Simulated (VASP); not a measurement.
A VASP calculation is set up with these files.

INCAR:
```
! general
SYSTEM=MgB2
PREC  =Accurate
ENCUT =520
LREAL =.FALSE.
LASPH =.TRUE.

! electronic loop
EDIFF =1E-7
NELM  =100
ALGO  =Normal

! smearing
ISMEAR=1
SIGMA =0.1

! functional
GGA   =RE

! ions
IBRION=2
NSW   =30
ISIF  =4
EDIFFG=-0.01

! output
LWAVE =.FALSE.
LCHARG=.FALSE.
```

File KPOINTS:
```
kpoints
0
G
11 11 9
0 0 0
```

**POSCAR**
```
MgB2
1
    1.5161316271    -2.6260165191     0.0000000000
    1.5161316271     2.6260165191     0.0000000000
    0.0000000000     0.0000000000     3.4543654163
Mg B
1 2
Direct
  0.0000000000   0.0000000000   1.0000000000
  0.3333330000   0.6666670000   0.5000000000
  0.6666670000   0.3333330000   0.5000000000
```

POTCAR, in this order: Mg B (PBE.64 set). Program: vasp_std.

### Question
Write an equivalent input for Quantum ESPRESSO's pw.x.

### Answer
One equivalent input (not run):
```
&CONTROL
  calculation = 'vc-relax'
  pseudo_dir = './pseudo'
  outdir = './out'
  tprnfor = .true.
  tstress = .true.
  nstep = 30
  forc_conv_thr = 0.00039
/
&SYSTEM
  ibrav = 0
  nat = 3
  ntyp = 2
  ecutwfc = 84
  occupations = 'smearing'
  smearing = 'methfessel-paxton'
  degauss = 0.00735
  input_dft = 'revpbe'
/
&ELECTRONS
  conv_thr = 7.3e-09
  electron_maxstep = 100
/
&IONS
/
&CELL
  cell_dofree = 'shape'
/
ATOMIC_SPECIES
  Mg 24.305 Mg.upf
  B 10.810 B.upf
CELL_PARAMETERS angstrom
     1.5161316   -2.6260165    0.0000000
     1.5161316    2.6260165    0.0000000
     0.0000000    0.0000000    3.4543654
ATOMIC_POSITIONS crystal
  Mg   0.0000000  0.0000000  1.0000000
  B    0.3333330  0.6666670  0.5000000
  B    0.6666670  0.3333330  0.5000000
K_POINTS automatic
  11 11 9 0 0 0
```
Limits of the translation: the potentials are each code's own (VASP's PAW set, PseudoDojo norm-conserving files in pw.x), so ENCUT and ecutwfc are chosen apart and not converted; conv_thr bounds pw.x's estimated SCF error, while EDIFF bounds the energy change between steps; forc_conv_thr acts on force components and is met together with etot_conv_thr.

The compound is MgB2 in the AlB2 type structure. This cell is one point of a volume scan, at 0.94 of the reference volume.
